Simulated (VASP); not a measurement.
## Band gap of KMgF3 at several levels of theory

How does the band gap of KMgF3 depend on the functional? The starting structure is a measured crystal structure from the Crystallography Open Database. Cell and atoms stay as given. Meshes and data sets differ where the inputs say so.

Method: Kohn-Sham DFT with plane waves and PAW; LDA, PBE, r2SCAN, TB-mBJ and HSE06, in VASP 6.6.1.

## 1. The structure

The structure is cubic, space group Pm-3m (No. 221). The conventional cell has a = 3.990 Å, b = 3.990 Å, c = 3.990 Å, α = 90.00°, β = 90.00°, γ = 90.00°. K has 12 F at 2.82 Å nearest. Mg has 6 F at 1.99 Å nearest. Nearest to F lie 2 Mg at 1.99 Å and 4 K at 2.82 Å. Farther neighbours and most contacts between anions are not listed.

## 2. Bands with LDA

LDA, the lowest rung, knows the local density alone.

Input file INCAR:

```
SYSTEM = KMgF3
PREC = Accurate
ENCUT = 460
EDIFF = 1E-06
NELM = 100
ISMEAR = 0
SIGMA = 0.03
LREAL = .FALSE.
ALGO = Normal
GGA = CA
NBANDS = 31
LORBIT = 11
LWAVE = .FALSE.
LCHARG = .FALSE.
KPAR = 8
LASPH = .TRUE.
```

Input file POSCAR:

```
KMgF3
1.0
    3.9897000000      0.0000000000      0.0000000000
    0.0000000000      3.9897000000      0.0000000000
    0.0000000000      0.0000000000      3.9897000000
K Mg F
1 1 3
Direct
    0.5000000000      0.5000000000      0.5000000000
    0.0000000000      0.0000000000      0.0000000000
    0.0000000000      0.0000000000      0.5000000000
    0.0000000000      0.5000000000      0.0000000000
    0.5000000000      0.0000000000      0.0000000000
```

Input file KPOINTS:

```
Automatic mesh
0
Gamma
6 6 6
0 0 0
```

Input file KPOINTS_OPT:

```
Line mode
8
Line-mode
Reciprocal
  0.00000000   0.00000000   0.00000000 GAMMA
  0.00000000   0.50000000   0.00000000 X

  0.00000000   0.50000000   0.00000000 X
  0.50000000   0.50000000   0.00000000 M

  0.50000000   0.50000000   0.00000000 M
  0.00000000   0.00000000   0.00000000 GAMMA

  0.00000000   0.00000000   0.00000000 GAMMA
  0.50000000   0.50000000   0.50000000 R

  0.50000000   0.50000000   0.50000000 R
  0.00000000   0.50000000   0.00000000 X

  0.50000000   0.50000000   0.00000000 M
  0.50000000   0.50000000   0.50000000 R
```

PAW data sets: K_sv, Mg and F (LDA family, release 64).

The run is started by

```sh
mpirun -np 8 vasp_std
```

Log:

```text
[banner, memory and clock lines left out]
running    8 mpi-ranks, on    1 nodes
 distrk:  each k-point on    1 cores,    8 groups
 distr:  one band on    1 cores,    1 groups

 POSCAR found type information on POSCAR K MgF
 POSCAR found :  3 types and       5 ions
|                                                                             |
|           W    W    AA    RRRRR   N    N  II  N    N   GGGG   !!!           |
|           W    W   A  A   R    R  NN   N  II  NN   N  G    G  !!!           |
|           W    W  A    A  R    R  N N  N  II  N N  N  G       !!!           |
|           W WW W  AAAAAA  RRRRR   N  N N  II  N  N N  G  GGG   !            |
|           WW  WW  A    A  R   R   N   NN  II  N   NN  G    G                |
|           W    W  A    A  R    R  N    N  II  N    N   GGGG   !!!           |
|                                                                             |
|     For optimal performance we recommend to set                             |
|       NCORE = 2 up to number-of-cores-per-socket                            |
|     NCORE specifies how many cores store one orbital (NPAR=cpu/NCORE).      |
|     This setting can greatly improve the performance of VASP for DFT.       |
|     The default, NCORE=1 might be grossly inefficient on modern             |
|     multi-core architectures or massively parallel machines. Do your        |
|     Unfortunately you need to use the default for GW and RPA                |
|     calculations (for HF NCORE is supported but not extensively tested      |
|     yet).                                                                   |
|                                                                             |

 LDA part: xc-table for (Slater(with rela. corr.)+CA(PZ))
 , standard interpolation
 POSCAR, INCAR and KPOINTS ok, starting setup
 FFT: planning ... GRIDC
 FFT: planning ... GRID_SOFT
 FFT: planning ... GRID
 WAVECAR not read
 entering main loop
       N       E                     dE             d eps       ncg     rms          rms(c)
DAV:   1     0.185074814366E+03    0.18507E+03   -0.15614E+04  1328   0.898E+02
DAV:   2    -0.197710368780E+02   -0.20485E+03   -0.19558E+03  1439   0.270E+02
DAV:   3    -0.288303491790E+02   -0.90593E+01   -0.89912E+01  1780   0.501E+01
DAV:   4    -0.291834886785E+02   -0.35314E+00   -0.35247E+00  1676   0.611E+00
DAV:   5    -0.291860145968E+02   -0.25259E-02   -0.25259E-02  1604   0.556E-01    0.846E+00
DAV:   6    -0.271760669963E+02    0.20099E+01   -0.46994E+00  1367   0.140E+01    0.419E+00
DAV:   7    -0.271147178704E+02    0.61349E-01   -0.12769E-01  1506   0.200E+00    0.243E+00
DAV:   8    -0.270736202910E+02    0.41098E-01   -0.49030E-02  1525   0.168E+00    0.207E-01
DAV:   9    -0.270735889550E+02    0.31336E-04   -0.58955E-03  1743   0.394E-01    0.124E-01
DAV:  10    -0.270736387393E+02   -0.49784E-04   -0.19030E-04  1402   0.101E-01    0.612E-02
DAV:  11    -0.270736179653E+02    0.20774E-04   -0.76195E-05  1431   0.574E-02    0.325E-02
DAV:  12    -0.270736190264E+02   -0.10612E-05   -0.16716E-06  1528   0.642E-03    0.281E-03
DAV:  13    -0.270736189692E+02    0.57177E-07   -0.22995E-07   739   0.365E-03
   1 F= -.27073619E+02 E0= -.27073619E+02  d E =-.458652E-18
 Start KPOINTS_OPT (optional k-point list driver)
k-point batch [1-20\48]
       N       E                     dE             ncg
DAV:   1    -0.176786549709E+04   -0.15074E+05     1336
DAV:   2    -0.595155977763E+04   -0.41837E+04     1431
DAV:   3    -0.614375750112E+04   -0.19220E+03     1931
DAV:   4    -0.614851707613E+04   -0.47596E+01     1596
DAV:   5    -0.614854058489E+04   -0.23509E-01     1650
DAV:   6    -0.614854095063E+04   -0.36573E-03     1564
DAV:   7    -0.614854095853E+04   -0.79023E-05     1641
DAV:   8    -0.614854095857E+04   -0.45403E-07      921
[...]
k-point batch [41-48\48]
       N       E                     dE             ncg
DAV:   1     0.115013890506E+05   -0.94296E+04      504
DAV:   2     0.978076146692E+04   -0.17206E+04      594
DAV:   3     0.969659501945E+04   -0.84166E+02      723
DAV:   4     0.969399249366E+04   -0.26025E+01      665
DAV:   5     0.969397859927E+04   -0.13894E-01      630
DAV:   6     0.969397844759E+04   -0.15169E-03      615
DAV:   7     0.969397844567E+04   -0.19144E-05      535
DAV:   8     0.969397844561E+04   -0.64163E-07      378
```

Wall time 8 s (8 MPI ranks of Intel Xeon 6975P-C (Granite Rapids), shared host); peak memory 1.4 GiB.

Lines that name or quote the potential files are left out of all logs, and their timing lines are given in words.

Parts of OUTCAR (step 2):

```text
ion  position               nearest neighbor table
   1  0.500  0.500  0.500-   3 2.82   4 2.82   5 2.82   4 2.82   5 2.82   3 2.82   5 2.82   5 2.82
                             3 2.82   4 2.82   4 2.82   3 2.82   2 3.46   2 3.46   2 3.46   2 3.46
   2  0.000  0.000  0.000-   3 1.99   4 1.99   5 1.99   3 1.99   4 1.99   5 1.99   1 3.46   1 3.46
                             1 3.46   1 3.46   1 3.46   1 3.46   1 3.46   1 3.46
   3  0.000  0.000  0.500-   2 1.99   2 1.99   1 2.82   1 2.82   1 2.82   1 2.82
   4  0.000  0.500  0.000-   2 1.99   2 1.99   1 2.82   1 2.82   1 2.82   1 2.82
   5  0.500  0.000  0.000-   2 1.99   2 1.99   1 2.82   1 2.82   1 2.82   1 2.82

  LATTYP: Found a simple cubic cell.
 ALAT       =     3.9897000000

 Subroutine GETGRP returns: Found 48 space group operations
 (whereof 48 operations were pure point group operations)

The static configuration has the point symmetry O_h .

 Found     20 irreducible k-points:

   k-points           NKPTS =     20   k-points in BZ     NKDIM =     20   number of bands    NBANDS=     31

   dimension x,y,z NGX =    28 NGY =   28 NGZ =   28
   dimension x,y,z NGXF=    56 NGYF=   56 NGZF=   56

   ENCUT  =  460.0 eV  33.81 Ry    5.81 a.u.   6.98  6.98  6.98*2*pi/ulx,y,z

   NELECT =      32.0000    total number of electrons

 k-points in reciprocal lattice and weights: Automatic mesh
   0.00000000  0.00000000  0.00000000       0.005
   0.16666667  0.00000000  0.00000000       0.028
   0.33333333  0.00000000  0.00000000       0.028
   0.50000000  0.00000000  0.00000000       0.014
   0.16666667  0.16666667  0.00000000       0.056
   0.33333333  0.16666667  0.00000000       0.111
   0.50000000  0.16666667  0.00000000       0.056
   0.33333333  0.33333333  0.00000000       0.056
   0.50000000  0.33333333  0.00000000       0.056
[...]
0.50000000  0.50000000  0.33333333       0.028
   0.50000000  0.50000000  0.50000000       0.005

 average (electrostatic) potential at core
       1 -34.0870       2 -38.5051       3 -77.5345       4 -77.5345       5 -77.5345

 E-fermi :  -1.8382

 k-point     1 :       0.0000    0.0000    0.0000
  band No.  band energies     occupation
    ...
     12      -2.6511      2.00000
     13      -2.6511      2.00000
     14      -2.3409      2.00000
     15      -2.3409      2.00000
     16      -2.3409      2.00000
     17       4.9258      0.00000
     18       7.7660      0.00000
     19       7.7660      0.00000
     20      10.0061      0.00000
     21      10.0061      0.00000
    ...

 k-point     2 :       0.1667    0.0000    0.0000
  band No.  band energies     occupation
    ...
     12      -2.7106      2.00000
     13      -2.7106      2.00000
     14      -2.6111      2.00000
     15      -2.3959      2.00000
     16      -2.3959      2.00000
     17       5.4143      0.00000
     18       8.0194      0.00000
     19       8.0582      0.00000
     20      10.1442      0.00000
     21      10.1565      0.00000
    ...

 k-point     3 :       0.3333    0.0000    0.0000
  band No.  band energies     occupation
    ...
     12      -2.8509      2.00000
     13      -2.8329      2.00000
     14      -2.8329      2.00000
     15      -2.5039      2.00000
     16      -2.5039      2.00000
     17       6.5984      0.00000
     18       8.5044      0.00000
     19       8.5571      0.00000
     20      10.4616      0.00000
     21      10.4616      0.00000
    ...

  Total       -2.7105658     -2.7105658     -2.7105658     -0.0000000      0.0000000      0.0000000
  in kB      -68.3832612    -68.3832612    -68.3832612     -0.0000000      0.0000000      0.0000000
  external PRESSURE =     -68.3832612 kB  Pullay stress =       0.0000000 kB

  energy-cutoff  :      460.00
  volume of cell :       63.51
      direct lattice vectors                 reciprocal lattice vectors
     3.989700000  0.000000000  0.000000000     0.250645412  0.000000000  0.000000000
     0.000000000  3.989700000  0.000000000     0.000000000  0.250645412  0.000000000
     0.000000000  0.000000000  3.989700000     0.000000000  0.000000000  0.250645412

 POSITION                                       TOTAL-FORCE (eV/Angst)
 -----------------------------------------------------------------------------------
      1.99485      1.99485      1.99485         0.000000      0.000000      0.000000
      0.00000      0.00000      0.00000         0.000000      0.000000      0.000000
      0.00000      0.00000      1.99485         0.000000      0.000000      0.000000
      0.00000      1.99485      0.00000         0.000000      0.000000      0.000000
      1.99485      0.00000      0.00000         0.000000      0.000000      0.000000
 -----------------------------------------------------------------------------------
    total drift:                                0.000000      0.000000     -0.000000

  FREE ENERGIE OF THE ION-ELECTRON SYSTEM (eV)
  ---------------------------------------------------
  free  energy   TOTEN  =       -27.0736189692 eV

  energy  without entropy=      -27.0736189692  energy(sigma->0) =      -27.07361897

 total charge
# of ion       s       p       d       tot
------------------------------------------
    1        1.953   5.566   0.029   7.548
    2        0.131   0.168   0.079   0.378
    3        1.731   4.383   0.000   6.114
    4        1.731   4.383   0.000   6.114
    5        1.731   4.383   0.000   6.114
--------------------------------------------------
tot          7.278  18.883   0.108  26.268

[... 3 further parts left out ...]
```

At this level the cell is under a tension of 6.8 GPa, so at these settings it is away from equilibrium.

LDA gives a least gap of 6.939 eV, and a least direct gap of 7.267 eV.

## 3. Bands with PBE

PBE, the usual starting point, adds the gradient of the density.

Edit INCAR of step 2 so:

```diff
@@ -9,3 +9,3 @@
 ALGO = Normal
-GGA = CA
+GGA = PE
 NBANDS = 31
```

POSCAR is that of step 2.

KPOINTS is that of step 2.

KPOINTS_OPT is that of step 2.

PAW data sets: K_sv, Mg and F (PBE family, release 64).

The run is started by

```sh
mpirun -np 8 vasp_std
```

Log:

```text
[banner, memory and clock lines left out]
running    8 mpi-ranks, on    1 nodes
[...]
[... a notice as in an earlier step ...]

 LDA part: xc-table for (Slater+PW92), standard interpolation
 POSCAR, INCAR and KPOINTS ok, starting setup
[...]
entering main loop
       N       E                     dE             d eps       ncg     rms          rms(c)
DAV:   1     0.181380461351E+03    0.18138E+03   -0.15762E+04  1336   0.896E+02
DAV:   2    -0.177301103346E+02   -0.19911E+03   -0.19183E+03  1431   0.267E+02
DAV:   3    -0.262828264618E+02   -0.85527E+01   -0.84876E+01  1812   0.484E+01
DAV:   4    -0.266219747984E+02   -0.33915E+00   -0.33860E+00  1653   0.565E+00
[...]
DAV:  10    -0.244319276770E+02   -0.40042E-03   -0.52679E-04  1405   0.130E-01    0.749E-02
DAV:  11    -0.244319406787E+02   -0.13002E-04   -0.48950E-05  1394   0.518E-02    0.286E-02
DAV:  12    -0.244319415097E+02   -0.83104E-06   -0.15924E-06  1273   0.819E-03
   1 F= -.24431942E+02 E0= -.24431942E+02  d E =-.325688E-14
 Start KPOINTS_OPT (optional k-point list driver)
k-point batch [1-20\48]
       N       E                     dE             ncg
DAV:   1    -0.171796758259E+04   -0.15024E+05     1336
DAV:   2    -0.579255749233E+04   -0.40746E+04     1424
DAV:   3    -0.597609468041E+04   -0.18354E+03     1955
DAV:   4    -0.598044190644E+04   -0.43472E+01     1544
DAV:   5    -0.598046623032E+04   -0.24324E-01     1650
DAV:   6    -0.598046646993E+04   -0.23961E-03     1523
DAV:   7    -0.598046647564E+04   -0.57117E-05     1617
DAV:   8    -0.598046647572E+04   -0.77926E-07      883
[...]
k-point batch [41-48\48]
       N       E                     dE             ncg
DAV:   1     0.115246761682E+05   -0.94063E+04      504
DAV:   2     0.984354487394E+04   -0.16811E+04      595
DAV:   3     0.976326859852E+04   -0.80276E+02      739
DAV:   4     0.976131524820E+04   -0.19534E+01      664
DAV:   5     0.976130441496E+04   -0.10833E-01      600
DAV:   6     0.976130430243E+04   -0.11252E-03      623
DAV:   7     0.976130430038E+04   -0.20504E-05      513
DAV:   8     0.976130430033E+04   -0.56547E-07      407
```

The job ended after 7.8 s (8 MPI ranks; peak memory 1.5 GiB; 46 s of CPU time).

From OUTCAR (step 3):

```text
  Total        0.6672782      0.6672782      0.6672782      0.0000000      0.0000000     -0.0000000
  in kB       16.8343681     16.8343681     16.8343681      0.0000000      0.0000000     -0.0000000
  external PRESSURE =      16.8343681 kB  Pullay stress =       0.0000000 kB

  FREE ENERGIE OF THE ION-ELECTRON SYSTEM (eV)
  ---------------------------------------------------
  free  energy   TOTEN  =       -24.4319415097 eV

  energy  without entropy=      -24.4319415097  energy(sigma->0) =      -24.43194151

[... 3 parts as in an earlier step ...]

[... 1 further part left out ...]
[key lines of the parts left out:]
E-fermi :  -1.4687
```

PBE gives a least gap of 7.287 eV, and a least direct gap of 7.610 eV. The least gap is +0.348 eV from that of LDA.

## 4. Bands with r2SCAN

r2SCAN adds the kinetic-energy density, costs more than a GGA and is run with LASPH.

Edit INCAR of step 3 so:

```diff
@@ -9,3 +9,4 @@
 ALGO = Normal
-GGA = PE
+METAGGA = R2SCAN
+LASPH = .TRUE.
 NBANDS = 31
@@ -15,2 +16 @@
 KPAR = 8
-LASPH = .TRUE.
```

POSCAR is that of step 3.

KPOINTS is that of step 3.

KPOINTS_OPT is that of step 3.

The run is started by

```sh
mpirun -np 8 vasp_std
```

Log:

```text
[banner, memory and clock lines left out]
running    8 mpi-ranks, on    1 nodes
[...]
[... a notice as in an earlier step ...]

|                                                                             |
|               ----> ADVICE to this user running VASP <----                  |
|                                                                             |
|     You enforced a specific xc type in the INCAR file but a different       |
|     [... a line on the potential file left out ...]
|     I HOPE YOU KNOW WHAT YOU ARE DOING!                                     |
|                                                                             |

 LDA part: xc-table for (None), standard interpolation
 POSCAR, INCAR and KPOINTS ok, starting setup
[...]
entering main loop
       N       E                     dE             d eps       ncg     rms          rms(c)
DAV:   1     0.162545785025E+03    0.16255E+03   -0.16103E+04  1336   0.917E+02
DAV:   2    -0.394570878150E+02   -0.20200E+03   -0.19465E+03  1439   0.275E+02
[...]
DAV:  14    -0.374279354161E+02    0.11644E-05   -0.17038E-06  1119   0.846E-03    0.132E-03
DAV:  15    -0.374279352226E+02    0.19348E-06   -0.17045E-07   669   0.263E-03
   1 F= -.37427935E+02 E0= -.37427935E+02  d E =-.612632E-11
 Start KPOINTS_OPT (optional k-point list driver)
k-point batch [1-20\48]
       N       E                     dE             ncg
DAV:   1    -0.218445203980E+04   -0.15491E+05     1336
DAV:   2    -0.638005657152E+04   -0.41956E+04     1445
DAV:   3    -0.656462009369E+04   -0.18456E+03     1980
DAV:   4    -0.656788753198E+04   -0.32674E+01     1536
DAV:   5    -0.656791045764E+04   -0.22926E-01     1682
DAV:   6    -0.656791069621E+04   -0.23857E-03     1524
DAV:   7    -0.656791070223E+04   -0.60282E-05     1650
DAV:   8    -0.656791070228E+04   -0.48231E-07      877
[...]
k-point batch [41-48\48]
       N       E                     dE             ncg
DAV:   1     0.113409325885E+05   -0.95900E+04      504
DAV:   2     0.960884028503E+04   -0.17321E+04      602
DAV:   3     0.952791756176E+04   -0.80923E+02      748
DAV:   4     0.952635548375E+04   -0.15621E+01      656
DAV:   5     0.952634582866E+04   -0.96551E-02      609
DAV:   6     0.952634565497E+04   -0.17369E-03      624
DAV:   7     0.952634565262E+04   -0.23497E-05      568
DAV:   8     0.952634565261E+04   -0.81272E-08      430
```

Run time: 28 s. Hardware: 8 MPI ranks; peak memory 1.6 GiB; 2.9 min of CPU time.

Parts of OUTCAR (step 4):

```text
  Total       -0.9934859     -0.9934859     -0.9934859      0.0000000      0.0000000      0.0000000
  in kB      -25.0640688    -25.0640688    -25.0640688      0.0000000      0.0000000      0.0000000
  external PRESSURE =     -25.0640688 kB  Pullay stress =       0.0000000 kB

  FREE ENERGIE OF THE ION-ELECTRON SYSTEM (eV)
  ---------------------------------------------------
  free  energy   TOTEN  =       -37.4279352226 eV

  energy  without entropy=      -37.4279352226  energy(sigma->0) =      -37.42793522

[... 3 parts as in an earlier step ...]

[... 1 further part left out ...]
[key lines of the parts left out:]
E-fermi :  -2.1073
```

r2SCAN gives a least gap of 8.228 eV, and a least direct gap of 8.549 eV. The least gap is +1.289 eV from that of LDA.

(Part 1 of 2 ends here.)

[Lines on the potential files, build, host, timing and source positions are cut from VASP's logs without a mark.]

[Logs are printed without paths, hosts, clocks, repeated set-up lines and the standing remarks that a program may print on its own settings, such as how far it seeks lower states.]

[Hosts, paths, dates, database ids (printed as entryN), source tags and the programs' standing remarks are cut or masked in the printed files.]
